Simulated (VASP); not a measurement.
Energy against volume of Au (fcc). Computed with revTPSS meta-GGA, VASP's PBE PAW potentials (set 64) (plane waves; VASP). Numerical set-up: 520 eV cut-off, 15×15×15 Γ-centred mesh, first-order Methfessel-Paxton smearing of 0.10 eV, potentials Au.

```json
[
 {"V (Å³/atom)": "16.517", "E (eV/atom)": "38.20568"},
 {"V (Å³/atom)": "17.028", "E (eV/atom)": "38.19670"},
 {"V (Å³/atom)": "17.539", "E (eV/atom)": "38.20451"},
 {"V (Å³/atom)": "18.050", "E (eV/atom)": "38.22615"}
]
```

Question: Fit these four points and predict the energy of the run at 16.007 Å³/atom.

Answer: A cubic in V^(−2/3), the third-order Birch-Murnaghan form, passes through the four points with V0 = 17.03 Å³/atom and B0 = 175 GPa, and gives 38.2350 eV/atom there. The run gave 38.2352 eV/atom, +0.2 meV/atom from the fit; all five points give B0 = 175 GPa.

The compound is Au in the fcc structure. It was relaxed first.
